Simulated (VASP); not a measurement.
# CdSi4Ge59 (a cell with a defect) in VASP: relaxation of the atoms with r2SCAN

Aim: the relaxation of the atoms of CdSi4Ge59 (a cell with a defect) with r2SCAN.

All numbers are computed with VASP 6.6.1; they aren't measurements. Logs are shortened: lines on timing, memory, paths and dates and some standing lists are left out, and cuts for length are marked.

### 1 The crystal as given

The cell holds a defect, 64 atoms: a = 11.380 Å, b = 11.380 Å, c = 11.380 Å, α = 90.00°, β = 90.00°, γ = 90.00°.

The cell was built by a generator and needn't be a form met in nature.

### 2 Relaxation of the atoms, r2SCAN

File INCAR:

```
PREC = Accurate
ENCUT = 360
EDIFF = 1E-7
ISMEAR = 0
SIGMA = 0.02
LREAL = False
LASPH = True
NELM = 100
ALGO = Normal
ISIF = 2
LWAVE = False
LCHARG = False
METAGGA = R2SCAN
LMIXTAU = True
IBRION = 2
NSW = 60
EDIFFG = -0.01
NELECT = 266
```

File KPOINTS:

```
regular mesh
0
Gamma
  2 2 2
```

File POSCAR:

```
CdSi4Ge59
1.0
   11.3800000000      0.0000000000      0.0000000000
    0.0000000000     11.3800000000      0.0000000000
    0.0000000000      0.0000000000     11.3800000000
Cd Ge Si
1 59 4
Direct
    0.0004685600      0.9996486300      0.0025813500
    0.9997322900      0.2501164000      0.2516805100
    0.2490344400      0.9993717100      0.2501992200
    0.2496497000      0.2487333500      0.9997824300
    0.1242564500      0.3762227200      0.3769723900
    0.3733952100      0.1256847900      0.3739586500
    0.3740900700      0.3740741100      0.1245513200
    0.0010581700      0.0007565500      0.5000628100
    0.9996141800      0.2500034900      0.7498875100
    0.2508421800      0.9993293000      0.7499934200
    0.2498926700      0.2499444500      0.5002646600
    0.1252099000      0.1264175400      0.6249077400
    0.1266582600      0.3746752000      0.8744926700
    0.3751069800      0.1253774600      0.8752863100
    0.3763720000      0.3762099200      0.6255250700
    0.9996428300      0.4998931500      0.0015009500
    0.0002349600      0.7486080300      0.2492677200
    0.2493867100      0.5012235800      0.2498862000
    0.2524001100      0.7506973000      0.0001325400
    0.1245373100      0.6260324000      0.1247443800
    0.1241248200      0.8756033300      0.3750135500
    0.3762627200      0.6249218500      0.3719631600
    0.3758382700      0.8730059400      0.1266340800
    0.0019341900      0.4995465200      0.4987631500
    0.9985163800      0.7509267100      0.7497853600
    0.2493645700      0.4997415000      0.7522178900
    0.2503684100      0.7507919200      0.5008250300
    0.1260815100      0.6261271000      0.6242455200
    0.3762122200      0.6244671600      0.8749159500
    0.3742642600      0.8743698400      0.6258370700
    0.4995269800      0.9994880100      0.0005241300
    0.5005314900      0.2508415100      0.2501813400
    0.7481376200      0.0006693400      0.2505292000
    0.7510812100      0.2491011000      0.0026769600
    0.6236912700      0.1257719900      0.1250488000
    0.6244826900      0.3758666900      0.3747011400
    0.8725196900      0.1237604100      0.3754860100
    0.8773766000      0.3734269800      0.1249820000
    0.5015406000      0.0006444600      0.4996011100
    0.4984899900      0.2481085100      0.7492057600
    0.7496087700      0.9976115600      0.7482014100
    0.7503224600      0.2495656700      0.4991984100
    0.6245672400      0.1241370400      0.6259849700
    0.6267415400      0.3772020700      0.8757537700
    0.8765559700      0.3762873800      0.6243260300
    0.4983012100      0.5009314900      0.9999003500
    0.4999408800      0.7490554800      0.2486184600
    0.7514890300      0.5004939100      0.2488689900
    0.7504146100      0.7503245300      0.0005541800
    0.6273716200      0.6249631500      0.1236411100
    0.6250388100      0.8743136000      0.3755825500
    0.8752235800      0.6253679700      0.3743978200
    0.4996803500      0.4988123100      0.5005294100
    0.4992501700      0.7515333300      0.7504704000
    0.7504966800      0.5001076200      0.7499369700
    0.7474654500      0.7512978800      0.4991356700
    0.6260155000      0.6243219400      0.6248480100
    0.6247619200      0.8738971700      0.8748176500
    0.8755058500      0.6245601600      0.8736576100
    0.8743912800      0.8752652900      0.6262182700
    0.1246189400      0.1256408500      0.1232320800
    0.1247714800      0.8741921100      0.8742447800
    0.8757934400      0.1265537300      0.8768461400
    0.8754393000      0.8744581400      0.1255493000
```

Potentials or basis: VASP PAW PBE potentials, release 64 (Cd, Ge, Si).

Started as:

```console
$ cat potpaw_PBE.64/Cd/POTCAR potpaw_PBE.64/Ge/POTCAR potpaw_PBE.64/Si/POTCAR > POTCAR
$ mpirun -np 4 vasp_std > vasp.out
```

OUTCAR:

```text
PREC = Accurate
   ENCUT = 360
   EDIFF = 1E-7
   ISMEAR = 0
   LREAL = False
   LASPH = True
   NELM = 100
   ISIF = 2
   METAGGA = R2SCAN
   IBRION = 2
   NSW = 60
   EDIFFG = -0.01
   NELECT = 266

 ion  position               nearest neighbor table
   1  0.000  1.000  0.003-  61 2.44  64 2.45  63 2.48  62 2.48
   2  1.000  0.250  0.252-  38 2.45   5 2.47  37 2.48  61 2.48
   3  0.249  0.999  0.250-  21 2.45   6 2.46  23 2.48  61 2.48
   4  0.250  0.249  1.000-  61 2.44  14 2.45  13 2.46   7 2.46
   5  0.124  0.376  0.377-  24 2.41  11 2.47   2 2.47  18 2.48
   6  0.373  0.126  0.374-  11 2.46   3 2.46  32 2.47  39 2.49
[... 56 lines left out ...]
  63  0.876  0.127  0.877-  34 2.45   9 2.46   1 2.48  41 2.52
  64  0.875  0.874  0.126-   1 2.45  49 2.46  17 2.46  33 2.49

  LATTYP: Found a simple cubic cell.
 ALAT       =    11.3800000000

  Lattice vectors:

 A1 = (  11.3800000000,   0.0000000000,   0.0000000000)
 A2 = (   0.0000000000,  11.3800000000,   0.0000000000)
 A3 = (   0.0000000000,   0.0000000000,  11.3800000000)

Analysis of symmetry for initial positions (statically):
=====================================================================
 Subroutine PRICEL returns:
 Original cell was already a primitive cell.

 Routine SETGRP: Setting up the symmetry group for a
 simple cubic supercell.

 Subroutine GETGRP returns: Found  1 space group operations
 (whereof  1 operations were pure point group operations)
 out of a pool of 48 trial point group operations.

The static configuration has the point symmetry C_1 .

Analysis of symmetry for dynamics (positions and initial velocities):
=====================================================================
 Subroutine PRICEL returns:
 Original cell was already a primitive cell.

 Routine SETGRP: Setting up the symmetry group for a
 simple cubic supercell.

 Subroutine GETGRP returns: Found  1 space group operations
 (whereof  1 operations were pure point group operations)
 out of a pool of 48 trial point group operations.

The dynamic configuration has the point symmetry C_1 .

 Subroutine INISYM returns: Found  1 space group operations
 (whereof  1 operations are pure point group operations),
 and found     1 'primitive' translations

----------------------------------------------------------------------------------------

                                     Primitive cell

  volume of cell :    1473.7601

  direct lattice vectors                    reciprocal lattice vectors
    11.380000000  0.000000000  0.000000000     0.087873462  0.000000000  0.000000000
     0.000000000 11.380000000  0.000000000     0.000000000  0.087873462  0.000000000
     0.000000000  0.000000000 11.380000000     0.000000000  0.000000000  0.087873462

  length of vectors
    11.380000000 11.380000000 11.380000000     0.087873462  0.087873462  0.087873462

  position of ions in fractional coordinates (direct lattice)
     0.000468560  0.999648630  0.002581350
     0.999732290  0.250116400  0.251680510
     0.249034440  0.999371710  0.250199220
     0.249649700  0.248733350  0.999782430
     0.124256450  0.376222720  0.376972390
     0.373395210  0.125684790  0.373958650
[... 56 lines left out ...]
     0.875793440  0.126553730  0.876846140
     0.875439300  0.874458140  0.125549300

  ion indices of the primitive-cell ions
   primitive index   ion index
[... 82 lines left out ...]

  Shift w.r.t. Gamma in fractional coordinates (k-lattice)
     0.000000000  0.000000000  0.000000000

 Subroutine IBZKPT returns following result:
 ===========================================

 Found      8 irreducible k-points:

 Following reciprocal coordinates:
            Coordinates               Weight
  0.000000  0.000000  0.000000      1.000000
  0.500000  0.000000  0.000000      1.000000
  0.000000  0.500000  0.000000      1.000000
  0.000000  0.000000  0.500000      1.000000
  0.500000  0.500000  0.000000      1.000000
  0.000000  0.500000  0.500000      1.000000
  0.500000  0.000000  0.500000      1.000000
  0.500000  0.500000  0.500000      1.000000
   k-points           NKPTS =      8   k-points in BZ     NKDIM =      8   number of bands    NBANDS=    168
   number of dos      NEDOS =    301   number of ions     NIONS =     64
   total plane-waves  NPLWV = 343000
   dimension x,y,z NGX =    70 NGY =   70 NGZ =   70
   dimension x,y,z NGXF=   140 NGYF=  140 NGZF=  140
   ions per type =               1  59   4
   NGX,Y,Z   is equivalent  to a cutoff of  10.23, 10.23, 10.23 a.u.
   NGXF,Y,Z  is equivalent  to a cutoff of  20.45, 20.45, 20.45 a.u.
 SYSTEM =  unknown system
   PREC   = accura    normal or accurate (medium, high low for compatibility)
   ISTART =      0    job   : 0-new  1-cont  2-samecut
   ICHARG =      2    charge: 1-file 2-atom 10-const
   ISPIN  =      1    spin polarized calculation?
   LNONCOLLINEAR =      F non collinear calculations
   LSORBIT =      F    spin-orbit coupling
   LASPH  =      T    aspherical Exc in radial PAW
   ENCUT  =  360.0 eV  26.46 Ry    5.14 a.u.  17.61 17.61 17.61*2*pi/ulx,y,z
   NELM   =    100;   NELMIN=  2; NELMDL= -5     # of ELM steps
   EDIFF  = 0.1E-06   stopping-criterion for ELM
   LREAL  =      F    real-space projection
   EDIFFG = -.1E-01   stopping-criterion for IOM
   NSW    =     60    number of steps for IOM
   IBRION =      2    ionic relax: 0-MD 1-quasi-New 2-CG
   NFREE  =      1    steps in history (QN), initial steepest desc. (CG)
   ISIF   =      2    stress and relaxation
   ISYM   =      2    0-nonsym 1-usesym 2-fastsym
   POTIM  = 0.5000    time-step for ionic-motion
   TEBEG  =    0.0;   TEEND  =   0.0 temperature during run
   PSTRESS=    0.0 pullay stress
   NELECT =     266.0000    total number of electrons
   NUPDOWN=      -1.0000    fix difference up-down
   EMIN   =  10.00;   EMAX   =-10.00  energy-range for DOS
   EFERMI =   0.00;   METHOD = LEGACY
   ISMEAR =     0;   SIGMA  =   0.02  broadening in eV -4-tet -1-fermi 0-gaus
   EFERMI_NEDOS =   21; number of points for ismear=-14 and -15
   IALGO  =     38    algorithm
   IMIX   =      4    mixing-type and parameters
     AMIX     =   0.40;   BMIX     =  1.00
     AMIX_MAG =   1.60;   BMIX_MAG =  1.00
  volume/ion in A,a.u.               =      23.03       155.40
  Fermi-wavevector in a.u.,A,eV,Ry     =   0.925180  1.748338 11.646027  0.855959
  Thomas-Fermi vector in A             =   2.051007
   LORBIT       =      0    0 simple, 1 ext, 2 COOP (PROOUT), +10 PAW based schemes
   METAGGA = R2SCAN    functional components
   LHFCALC =     F    Hartree Fock is set to
   AEXX    =    0.0000 exact exchange contribution
   IVDW    =     0    specifies the selected vdW correction
   LEPSILON=     F    determine dielectric tensor
   LRPA    =     F    only Hartree local field effects (RPA)
 conjugate gradient relaxation of ions
 non-spin polarized calculation
 Gauss-broadening in eV      SIGMA  =   0.02
  energy-cutoff  :      360.00
  volume of cell :     1473.76
 maximum number of plane-waves:     22896
   NGX = 35   NGY = 35   NGZ = 35

--------------------------------------- Ionic step        1  -------------------------------------------

 number of electron     265.9999987 magnetization

 Free energy of the ion-electron system (eV)
  ---------------------------------------------------
  ext. energy  EPLUGINS =         0.00000000
  ---------------------------------------------------
  free energy    TOTEN  =      -863.27957149 eV

  energy without entropy =     -863.27590715  energy(sigma->0) =     -863.27773932

------------------------ aborting loop because EDIFF is reached ----------------------------------------

  FORCE on cell =-STRESS in cart. coord.  units (eV):
  Direction    XX          YY          ZZ          XY          YZ          ZX
  --------------------------------------------------------------------------------------
  -------------------------------------------------------------------------------------
  Total       12.5829827     13.1543031     12.6931697      0.7462909     -0.7209619     -0.4742191
  in kB       13.6794109     14.3005138     13.7991991      0.8113195     -0.7837835     -0.5155405
  external PRESSURE =      13.9263746 kB  Pullay stress =       0.0000000 kB
[... 275 lines left out ...]
  FREE ENERGIE OF THE ION-ELECTRON SYSTEM (eV)
  ---------------------------------------------------
  free  energy   TOTEN  =      -863.7921580468 eV

  energy  without entropy=     -863.7921537503  energy(sigma->0) =     -863.79215590

[... ionic steps 4 to 11 ...]

--------------------------------------- Ionic step       12  -------------------------------------------

 number of electron     265.9999995 magnetization

------------------------ aborting loop because EDIFF is reached ----------------------------------------
[... 191 lines left out ...]
--------------------------------------- Ionic step       14  -------------------------------------------

 number of electron     265.9999994 magnetization

 Free energy of the ion-electron system (eV)
  ---------------------------------------------------
  ext. energy  EPLUGINS =         0.00000000
  ---------------------------------------------------
  free energy    TOTEN  =      -863.86575540 eV

  energy without entropy =     -863.86575538  energy(sigma->0) =     -863.86575539

 E-fermi :   3.7275     XC(G=0):  -9.5124

 val. band max:        3.6548101043   @ k =   0.0000   0.0000   0.0000
 cond. band min:       3.7980507745   @ k =   0.0000   0.0000   0.0000
 fundamental gap:      0.1432406703
 Fermi energy:         3.7275388325

 k-point     1 :       0.0000    0.0000    0.0000
  band No.  band energies     occupation
      1      -9.6702      2.00000
      2      -8.6934      2.00000
      3      -8.6931      2.00000
      4      -8.6344      2.00000
      5      -8.6341      2.00000
      6      -8.6334      2.00000
[... 1173 lines left out ...]
    144       5.0098      0.00000
    145       5.0261      0.00000
 [bands above 145 left out]

------------------------ aborting loop because EDIFF is reached ----------------------------------------

  FORCE on cell =-STRESS in cart. coord.  units (eV):
  Direction    XX          YY          ZZ          XY          YZ          ZX
  --------------------------------------------------------------------------------------
  -------------------------------------------------------------------------------------
  Total       11.4361632     11.4264029     11.4334502      0.0197048      0.0085965     -0.0052676
  in kB       12.4326624     12.4220516     12.4297130      0.0214218      0.0093455     -0.0057266
  external PRESSURE =      12.4281423 kB  Pullay stress =       0.0000000 kB
[... 79 lines left out ...]
  FREE ENERGIE OF THE ION-ELECTRON SYSTEM (eV)
  ---------------------------------------------------
  free  energy   TOTEN  =      -863.8657553961 eV

  energy  without entropy=     -863.8657553846  energy(sigma->0) =     -863.86575539

 reached required accuracy - stopping structural energy minimisation
```

Run time: 3.2 h. Hardware: 4 MPI ranks of AMD EPYC 9R45 (Zen 5), shared host; peak memory 0.52 GiB.

Results:

```
Free energy                  : -863.8658 eV
Energy gained by relaxing    : 9.2 meV/atom
Ionic steps                  : 14
Largest force after relaxing : 0.009 eV/Å
Band gap on the k mesh       : 0.14 eV, direct
```

Forces in eV/Å, atoms in the order of the input:
```
Cd   0.000  0.001 -0.002
Ge  -0.002  0.001 -0.007
Ge  -0.004 -0.001 -0.003
Ge  -0.001 -0.001 -0.001
Ge   0.000 -0.005 -0.004
Ge   0.001 -0.002 -0.001
Ge   0.000 -0.003  0.003
Ge   0.004 -0.002 -0.003
Ge  -0.001 -0.003  0.001
Ge  -0.003 -0.001  0.005
Ge   0.003  0.000 -0.002
Ge   0.002 -0.002 -0.001
Ge  -0.001  0.001  0.002
Ge   0.002  0.001  0.000
Ge  -0.001 -0.001 -0.002
Ge  -0.003  0.003 -0.001
Ge   0.003  0.002 -0.004
Ge   0.005  0.003  0.004
Ge  -0.004  0.003  0.002
Ge   0.001 -0.003  0.002
Ge   0.001  0.000  0.003
Ge  -0.001  0.002  0.003
Ge   0.000  0.001  0.000
Ge  -0.001 -0.001 -0.001
Ge  -0.004  0.002  0.003
Ge   0.000 -0.001 -0.002
Ge  -0.001 -0.004  0.001
Ge  -0.002  0.000  0.002
Ge  -0.002  0.001  0.001
Ge  -0.002 -0.002  0.002
Ge   0.001  0.002 -0.002
Ge   0.004  0.002  0.001
Ge   0.006  0.002 -0.005
Ge   0.001 -0.003 -0.005
Ge   0.001 -0.001 -0.001
Ge   0.000 -0.001  0.004
Ge   0.002  0.000  0.001
Ge  -0.003  0.002 -0.002
Ge   0.001 -0.002 -0.001
Ge   0.001  0.004 -0.006
Ge   0.005 -0.002  0.000
Ge  -0.003  0.003 -0.002
Ge   0.002 -0.001  0.003
Ge  -0.001  0.000 -0.001
Ge  -0.001 -0.003  0.002
Ge  -0.001 -0.001  0.000
Ge  -0.004  0.000  0.005
Ge  -0.005  0.002  0.001
Ge   0.001  0.004  0.001
Ge  -0.001  0.003  0.003
Ge   0.004  0.002  0.000
Ge   0.000  0.000 -0.001
Ge   0.000 -0.001 -0.001
Ge   0.000 -0.002 -0.002
Ge  -0.003  0.000 -0.001
Ge  -0.002 -0.005  0.002
Ge  -0.001 -0.002  0.001
Ge  -0.001  0.001  0.000
Ge  -0.002  0.000  0.004
Ge   0.002  0.003  0.000
Si   0.000  0.000 -0.002
Si   0.003  0.000  0.000
Si   0.000  0.004  0.002
Si   0.005 -0.001  0.000
```

Step by step:
```tsv
step	energy change (eV)	largest force (eV/Å)	pressure (GPa)
1	0.0000	1.2003	1.39
2	-0.4735	0.4285	1.23
3	-0.5126	0.3688	1.24
4	-0.5549	0.1578	1.24
5	-0.5600	0.1584	1.25
6	-0.5729	0.1058	1.24
7	-0.5799	0.0758	1.24
8	-0.5843	0.0358	1.24
9	-0.5844	0.0383	1.24
10	-0.5856	0.0193	1.24
11	-0.5856	0.0208	1.24
12	-0.5860	0.0121	1.24
13	-0.5860	0.0132	1.24
14	-0.5862	0.0086	1.24
```

Final structure:
```
Cd Ge Si
1.0
    11.38000    0.00000    0.00000
     0.00000   11.38000    0.00000
     0.00000    0.00000   11.38000
Cd Ge Si
1 59 4
Direct
  0.00005 0.99995 0.00020
  0.00560 0.24834 0.24878
  0.24863 0.00539 0.24859
  0.24850 0.24840 0.00546
  0.12418 0.37570 0.37573
  0.37553 0.12426 0.37570
  0.37557 0.37566 0.12399
  0.99997 0.00004 0.50014
  0.99461 0.24855 0.75164
  0.24847 0.99464 0.75150
  0.24931 0.24942 0.50088
  0.12399 0.12415 0.62776
  0.12419 0.37231 0.87598
  0.37233 0.12392 0.87606
  0.37480 0.37459 0.62563
  0.00017 0.49992 0.00006
  0.99457 0.75163 0.24850
  0.24919 0.50068 0.24916
  0.24863 0.75155 0.99456
  0.12403 0.62784 0.12399
  0.12403 0.87606 0.37236
  0.37468 0.62535 0.37444
  0.37243 0.87589 0.12412
  0.00014 0.50017 0.50010
  0.00564 0.75152 0.75151
  0.24943 0.49941 0.75082
  0.24947 0.75085 0.49920
  0.12440 0.62453 0.62439
  0.37578 0.62447 0.87592
  0.37565 0.87603 0.62441
  0.50005 0.99993 0.00009
  0.50056 0.24937 0.24928
  0.75135 0.99458 0.24859
  0.75171 0.24843 0.99484
  0.62761 0.12409 0.12414
  0.62550 0.37460 0.37454
  0.87591 0.12396 0.37240
  0.87629 0.37219 0.12422
  0.50002 0.00015 0.50003
  0.49948 0.24916 0.75098
  0.75155 0.00544 0.75162
  0.75082 0.24932 0.49940
  0.62451 0.12414 0.62447
  0.62468 0.37550 0.87602
  0.87604 0.37567 0.62443
  0.50017 0.49997 0.99996
  0.49957 0.75057 0.24913
  0.75101 0.49927 0.24930
  0.75171 0.75143 0.00530
  0.62472 0.62427 0.12400
  0.62431 0.87587 0.37563
  0.87600 0.62450 0.37564
  0.50011 0.50004 0.50004
  0.50075 0.75085 0.75072
  0.75084 0.50068 0.75074
  0.75083 0.75086 0.50065
  0.62554 0.62553 0.62543
  0.62777 0.87595 0.87604
  0.87622 0.62760 0.87590
  0.87602 0.87595 0.62781
  0.12688 0.12672 0.12693
  0.12683 0.87329 0.87330
  0.87331 0.12672 0.87334
  0.87308 0.87327 0.12685
```

Caveat: the cell carries a net charge on a neutralising background, which shifts energy and pressure; the cell is charged against a uniform background, so pressure and absolute levels hang on convention; the PAW data sets were made with another functional, which shifts forces and pressure a little.
